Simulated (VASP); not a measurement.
Input:

```
CELL_PARAMETERS angstrom
      0.00000     2.81264     2.81264
      2.81264     0.00000     2.81264
      2.81264     2.81264     0.00000
ATOMIC_POSITIONS crystal
  Ba 0.00000 0.00000 0.00000
  F  0.25000 0.25000 0.25000
  F  0.75000 0.75000 0.75000
```

The numbers are results of LDA (Ceperley-Alder, Perdew-Zunger), VASP's LDA PAW potentials (set 64) (plane waves; VASP), not measurements. Settings: 620 eV cut-off, 7×7×7 Γ-centred mesh, Gaussian smearing of 0.050 eV, potentials Ba_sv F.

### Question
Estimate the energy per atom (σ→0), pressure.

### Answer

```
Property                        Value
---------------------  --------------
energy per atom (σ→0)  -5.906 eV/atom
pressure                    29.98 GPa
```

Total energies compare only between runs with the same potentials, cut-off and functional.

The compound is BaF2 in the fluorite structure. It was relaxed first under an external pressure of 30 GPa.
